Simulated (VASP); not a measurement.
Consider the following.

```xyz
3
Lattice="0.0000 2.7055 2.7055 2.7055 0.0000 2.7055 2.7055 2.7055 0.0000" Properties=species:S:1:pos:R:3 pbc="T T T"
Co     0.0000     0.0000     0.0000
Si     1.3527     1.3527     1.3527
Si     4.0582     4.0582     4.0582
```

Calculation: PBE GGA, VASP's PBE PAW potentials (set 64) (plane waves; VASP). Numerical set-up: 480 eV cut-off, 10×10×10 Γ-centred mesh, first-order Methfessel-Paxton smearing of 0.10 eV, potentials Co Si.

**Question.** Give the stress tensor in GPa (positive for a compressed cell).

**Answer.** 
```
-4.96   0.00   0.00
 0.00  -4.96   0.00
 0.00   0.00  -4.96
```
The pressure is its mean diagonal, -4.96 GPa.

The compound is CoSi2 in the fluorite structure. This cell was strained or had an atom moved on purpose. The run is not spin-polarised, so no magnetic state was tried. The electron count is odd and the run is not spin-polarised, which forces a metal.
